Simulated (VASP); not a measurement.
Consider the following.

```xyz
2
Lattice="-2.9135 2.9135 1.5801 2.9135 -2.9135 1.5801 2.9135 2.9135 -1.5801" Properties=species:S:1:pos:R:3 pbc="T T T"
Sn     2.9135     0.0000     0.7900
Sn     0.0000     0.0000     0.0000
```

The numbers are results of PBEsol GGA, VASP's PBE PAW potentials (set 64) (plane waves; VASP), not measurements. Settings: 480 eV cut-off, 12×12×12 Γ-centred mesh, first-order Methfessel-Paxton smearing of 0.10 eV, potentials Sn_d.

Task: The ions, cell shape and volume at an external pressure of 1.0 GPa are relaxed. What does this cell relax into?

Result: 
```xyz
2
Lattice="-2.8977 2.8977 1.5708 2.8977 -2.8977 1.5708 2.8977 2.8977 -1.5708" Properties=species:S:1:pos:R:3 pbc="T T T"
Sn     2.8977     0.0000     0.7854
Sn     2.8977    -2.8977     1.5708
```
Space group I4_1/amd (141), at a tolerance of 0.03 Å.

Task: How do energy and volume change from the first to the last step?

Result: The energy (σ→0) changes by +1.4 meV/atom and the volume by -1.7 %, in 4 ionic steps.

The compound is Sn in the beta structure. This run relaxes it under an external pressure of 1 GPa. Symmetry was kept, so distortions that lower it aren't found.
